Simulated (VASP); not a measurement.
Here is the system:

```
Cu2SnSe3
1.0
   -2.02544     6.01008     2.80696
    2.02544    -6.01008     2.80696
    2.02544     6.01008    -2.80696
Cu Sn Se
2 1 3
Direct
  0.16072   0.99030   0.17043
  0.81987   0.99030   0.82957
  0.51903   0.01903   0.50000
  0.94767   0.26828   0.67939
  0.58888   0.26828   0.32061
  0.21382   0.21382   0.00000
```

Method: PBEsol GGA, VASP's PBE PAW potentials (set 64) (plane waves; VASP). Run with 400 eV cut-off, Gaussian smearing of 0.050 eV, potentials Cu Sn_d Se.

Problem. Give the energies of bands 18 to 31 at the high-symmetry points, in eV from the Fermi level.

Solution. 
| band | Γ | X | F0 | Λ0 | R | W | S | T |
|---|---|---|---|---|---|---|---|---|
| 18 | -2.52 | -2.73 | -2.77 | -2.50 | -2.52 | -2.55 | -2.57 | -2.71 |
| 19 | -2.43 | -2.47 | -2.45 | -2.47 | -2.50 | -2.55 | -2.47 | -2.55 |
| 20 | -2.42 | -2.46 | -2.44 | -2.47 | -2.47 | -2.47 | -2.46 | -2.44 |
| 21 | -2.30 | -2.44 | -2.31 | -2.33 | -2.42 | -2.46 | -2.30 | -2.42 |
| 22 | -2.19 | -1.94 | -2.28 | -2.22 | -2.27 | -2.32 | -2.11 | -2.31 |
| 23 | -2.06 | -1.76 | -2.15 | -1.68 | -2.27 | -2.03 | -1.66 | -2.15 |
| 24 | -1.36 | -1.74 | -2.11 | -1.17 | -1.96 | -1.84 | -1.29 | -2.04 |
| 25 | -0.70 | -0.96 | -1.85 | -1.02 | -1.55 | -1.60 | -0.93 | -1.78 |
| 26 | -0.11 | -0.89 | -1.59 | -0.49 | -0.98 | -1.34 | -0.76 | -1.60 |
| 27 | 0.02 | -0.02 | -1.13 | -0.40 | -0.94 | -1.01 | -0.71 | -1.36 |
| 28 | 0.10 | 0.41 | 0.65 | -0.15 | 0.19 | 0.62 | 0.23 | 0.76 |
| 29 | 1.67 | 1.17 | 1.25 | 1.59 | 2.30 | 2.23 | 2.04 | 1.17 |
| 30 | 3.07 | 3.10 | 1.97 | 2.10 | 3.15 | 3.17 | 2.71 | 2.54 |
| 31 | 3.19 | 3.11 | 2.77 | 3.22 | 3.82 | 4.28 | 3.31 | 3.46 |

It has no gap at this level: it comes out as a metal or semimetal.

The structure comes from a computed database's Cu2SnSe3 entry (Imm2); how it stands against other phases isn't given here. It was relaxed first, which changed the volume by -6 %.
